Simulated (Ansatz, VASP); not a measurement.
## CdSiN2 in VASP and in Ansatz

```
CELL_PARAMETERS angstrom
3.03399 0.00000 0.00000
0.00000 3.03399 0.00000
0.00000 0.00000 5.11023
ATOMIC_POSITIONS crystal
Cd 0.00000 0.00000 0.00000
N 0.00000 0.50000 0.31974
N 0.50000 0.00000 0.68026
Si 0.50000 0.50000 0.50000
```

Alike in both runs: task single point; functional r2SCAN; k mesh 6 × 6 × 4; no spin polarisation.

```csv
,VASP,Ansatz
version,VASP 6.6.1,Ansatz 0.2.0
potentials or method,"VASP PAW PBE potentials, release 64 (Cd, N, Si)","plane waves, PAW"
plane-wave cutoff (eV),520,500
occupations,"gaussian, width 0.01 eV",fixed
valence electrons in the cell,26,34
```

```csv
,VASP,Ansatz,Ansatz less VASP
gap on the k mesh at the Fermi level (eV),1.55,1.51,-0.040
```

The two sets of potentials don't hold the same shells in valence.

 A k mesh can miss the band edges. r2SCAN opens gaps a little over a GGA but as a rule still falls short of measured ones.
